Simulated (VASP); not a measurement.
## CdClO: single point with PBE

CdClO:

```xyz
6
Lattice="3.8118 0.0000 0.0000 -1.9059 3.3011 0.0000 0.0000 0.0000 9.5626" Properties=species:S:1:pos:R:3 pbc="T T T"
Cd    1.9575    1.1673    0.2272
Cd    0.0138    2.1781    4.9851
Cl    1.8878    1.0830    3.2583
Cl   -0.0349    2.1983    8.0682
O    -0.0096   -0.0618    0.7591
O    -0.0207    0.0529    5.5099
```

The cell comes from a database or a generator and needn't be the stable form of this composition.

The cell isn't the ideal one: atoms moved at random, drawn with an rms of 0.05 Å.

```json
{
  "Program": "VASP 6.6.1",
  "Task": "single point",
  "Functional": "PBE",
  "Potentials or basis": "VASP PAW PBE potentials, release 64 (Cd, Cl, O)",
  "Cutoff": "520 eV",
  "k mesh": "8 × 8 × 3",
  "Occupations": "fermi-dirac, width 0.05 eV",
  "Spin": "no spin polarisation",
  "Further INCAR settings": "ALGO = Normal; EDIFF = 1e-07; NBANDS = 34"
}
```

The pressure is -1.2 GPa and the largest force is 0.805 eV/Å. The band gap on the k mesh is none (metal or under the smearing width).

Forces on the atoms (eV/Å):
```
Cd  -0.159 -0.789  0.037
Cd  -0.114  0.404  0.084
Cl   0.011 -0.036 -0.167
Cl   0.045  0.064 -0.205
O    0.123  0.728  0.146
O    0.094 -0.372  0.105
```

Stress tensor (GPa, compression positive):
```
-2.93 -0.13  0.05
-0.13 -0.60  0.18
 0.05  0.18 -0.04
```

Levels at points of the mesh, in eV from the Fermi level:
| k point | band 22 | band 23 | band 24 | band 25 | band 26 | band 27 | band 28 | band 29 |
| --- | --- | --- | --- | --- | --- | --- | --- | --- |
| (0.00, 0.00, 0.00) | -0.16 | -0.05 | 0.01 | 0.04 | 0.16 | 2.58 | 4.69 | 6.93 |
| (0.50, 0.00, 0.00) | -0.60 | -0.37 | -0.14 | -0.02 | 0.02 | 5.30 | 5.71 | 7.54 |
| (0.00, 0.50, 0.00) | -0.67 | -0.43 | -0.13 | -0.06 | -0.02 | 5.36 | 5.76 | 7.57 |
| (0.50, 0.50, 0.00) | -0.59 | -0.38 | -0.15 | -0.02 | 0.03 | 5.28 | 5.70 | 7.56 |

Wall time 5.7 min on 1 thread of Intel(R) Xeon(R) 6975P-C (Granite Rapids) (shared host), peak memory 0.46 GiB.
